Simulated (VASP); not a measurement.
Consider the following.

```yaml
crystal:
  lattice:
    - [0.00000, 3.24969, 3.14889]
    - [3.23232, 0.00000, 3.14889]
    - [3.23232, 3.24969, 0.00000]
  atoms:
    - { symbol: Sn, position: [0.00000, 0.00000, 0.00000] }
    - { symbol: Te, position: [0.48775, 0.51225, 0.51225] }
```

Calculation: PBE GGA, VASP's PBE PAW potentials (set 64) (plane waves; VASP 6.6.1). Settings: 400 eV cut-off, 2×2×2 Monkhorst-Pack mesh, Gaussian smearing of 0.050 eV, potentials Sn_d Te.

Question: What does the run give for the energy per atom (σ→0), pressure, largest force?

Answer: 
```
Quantity                        Result
---------------------  ---------------
energy per atom (σ→0)   -4075 meV/atom
pressure                     -1.61 GPa
largest force          0.00335 Ry/bohr
```

The absolute energy has meaning only against runs of the same code, potentials and settings.

The compound is SnTe in the rock salt structure, which distorts at low temperature. The cell was not relaxed at this level, atoms are displaced from their ideal sites. The k-mesh is coarse (spacing up to 0.85 per Å, 2π included), so the numbers may not be converged in it. The run is one of a series of settings (KPOINTS 2×2×2 Monkhorst-Pack mesh against the base run), some of them coarse on purpose.
